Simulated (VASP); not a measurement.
Level of theory: PBE GGA with D3 dispersion (Becke-Johnson damping), VASP's PBE PAW potentials (set 64) (plane waves; VASP).

VASP ran on this input.

**POSCAR**
```
Nb
1.0
 -1.6323814933   1.6323814933   1.6323814933
  1.6323814933  -1.6323814933   1.6323814933
  1.6323814933   1.6323814933  -1.6323814933
Nb
1
Cartesian
  0.0000000000   0.0000000000   0.0000000000
```

**INCAR**
```
ISIF  =  3   ! ions, shape and volume
ENCUT  =  520   ! plane-wave cut-off (eV)
LMAXMIX  =  4
NELM  =  100   ! most electronic steps
NSW  =  60
IBRION  =  2   ! conjugate gradients
LASPH  =  .True.   ! aspherical one-centre terms
GGA  =  PE
EDIFF  =  1E-6   ! SCF stop (eV)
EDIFFG  =  -0.01
LREAL  =  .False.   ! projection in real space or not
ALGO  =  Normal
LWAVE  =  .False.
LCHARG  =  .False.
SYSTEM  =  Nb
IVDW  =  12   ! D3, Becke-Johnson
ISMEAR  =  1
PREC  =  Accurate
SIGMA  =  0.1   ! width (eV)
```

### KPOINTS
```
K-points
0
gamma
 14 14 14
```

POTCAR, in this order: Nb_sv (PBE.64 set). Program: vasp_std.

Question: What does the run give for the energy per atom (σ→0), dispersion energy, volume per atom, band gap (on the k-mesh)?

Answer: 
```
Property                                                    Result
------------------------  ----------------------------------------
energy per atom (σ→0)                              -10.958 eV/atom
dispersion energy                                         -763 meV
band gap (on the k-mesh)  none (metal, semimetal or under 0.01 eV)
volume per atom                                      17.39 Å³/atom
```

OSZICAR:
```
...
       N       E                     dE             d eps       ncg     rms          rms(c)
DAV:   1    -0.101948144715E+02   -0.11196E-02   -0.58372E-03  2566   0.123E+00    0.112E-01
DAV:   2    -0.101946395009E+02    0.17497E-03   -0.43687E-04  3118   0.301E-01    0.311E-02
DAV:   3    -0.101946214878E+02    0.18013E-04   -0.13994E-04  3238   0.133E-01    0.180E-02
DAV:   4    -0.101946243031E+02   -0.28152E-05   -0.44914E-06  2310   0.227E-02    0.101E-02
DAV:   5    -0.101946260335E+02   -0.17304E-05   -0.12129E-05  3166   0.239E-02    0.453E-03
DAV:   6    -0.101946257280E+02    0.30551E-06   -0.19165E-07  1174   0.651E-03
   3 F= -.10958037E+02 E0= -.10958134E+02  d E =-.486290E-05
```

The compound is Nb in the bcc structure. This run relaxes it. Symmetry was kept, so distortions that lower it aren't found. The start is the result of an earlier pass.
